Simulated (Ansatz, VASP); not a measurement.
# Two plane-wave programs on AlC3

```
Al C
1.0
     3.20793    0.00000    0.00000
     0.00000    3.20793    0.00000
     0.00000    0.00000    3.20793
Al C
1 3
Cartesian
  0.0000 0.0000 0.0000
  0.0000 1.6040 1.6040
  1.6040 0.0000 1.6040
  1.6040 1.6040 0.0000
```

The cell comes from a database or a generator and needn't be the stable form of this composition.

Alike in both runs: task single point; functional PBE; k mesh 7 × 7 × 7; no spin polarisation.

|  | VASP | Ansatz |
| --- | --- | --- |
| version | VASP 6.6.1 | Ansatz 0.2.0 |
| potentials or method | VASP PAW PBE potentials, release 64 (Al, C) | plane waves, PAW |
| plane-wave cutoff (eV) | 520 | 420 |
| occupations | fermi-dirac, width 0.1 eV | fermi-dirac |
| valence electrons in the cell | 15 | 15 |

```tsv
	VASP	Ansatz	Ansatz less VASP
gap on the k mesh at the Fermi level (eV)	none	none	-
pressure (GPa)	0.0	0.0	+0.02
```

A gap of «none» marks a metal or a gap that the smearing closes.
